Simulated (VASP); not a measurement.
Given:

```xyz
1
Lattice="-2.0968 2.0968 2.0968 2.0968 -2.0968 2.0968 2.0968 2.0968 -2.0968" Properties=species:S:1:pos:R:3 pbc="T T T"
Na     0.0000     0.0000     0.0000
```

Level of theory: PW91 GGA, VASP's PBE PAW potentials (set 64) (plane waves; VASP). Settings: 520 eV cut-off, 14×14×14 Γ-centred mesh, tetrahedra with Blöchl corrections, potentials Na_pv.

**Question.** Tabulate the total density of states (states/eV per cell) against energy (eV; zero at the valence-band maximum or, without a gap, the Fermi level).

**Answer.** 
```tsv
E (eV)	DOS (states/eV)
-9.98	0.00
-9.86	0.00
-9.62	0.00
-9.50	0.00
-9.26	0.00
-9.14	0.00
-8.90	0.00
-8.78	0.00
-8.66	0.00
-8.42	0.00
-8.30	0.00
-8.06	0.00
-7.94	0.00
-7.82	0.00
-7.58	0.00
-7.46	0.00
-7.22	0.00
-7.10	0.00
-6.86	0.00
-6.74	0.00
-6.62	0.00
-6.38	0.00
-6.26	0.00
-6.02	0.00
-5.90	0.00
-5.78	0.00
-5.54	0.00
-5.42	0.00
-5.18	0.00
-5.06	0.00
-4.82	0.00
-4.70	0.00
-4.58	0.00
-4.34	0.00
-4.22	0.00
-3.98	0.00
-3.86	0.00
-3.74	0.00
-3.50	0.00
-3.38	0.00
-3.14	0.09
-3.02	0.12
-2.78	0.17
-2.66	0.19
-2.54	0.21
-2.30	0.25
-2.18	0.26
-1.94	0.29
-1.82	0.30
-1.70	0.31
-1.46	0.34
-1.34	0.35
-1.10	0.38
-0.98	0.38
-0.74	0.41
-0.62	0.42
-0.50	0.43
-0.26	0.45
-0.14	0.46
0.10	0.49
0.22	0.52
0.34	0.55
0.58	0.62
0.70	0.62
0.94	0.55
1.06	0.50
1.30	0.44
1.42	0.49
1.54	0.48
1.78	0.48
1.90	0.49
2.14	0.66
2.26	0.68
2.38	0.71
2.62	0.75
2.74	0.66
2.98	0.58
3.10	0.57
3.34	0.66
3.46	0.66
```
Within 2 eV below the Fermi level the largest weight inside VASP's projection spheres is Na s, then Na p.

The compound is Na in the bcc structure. It was relaxed first.
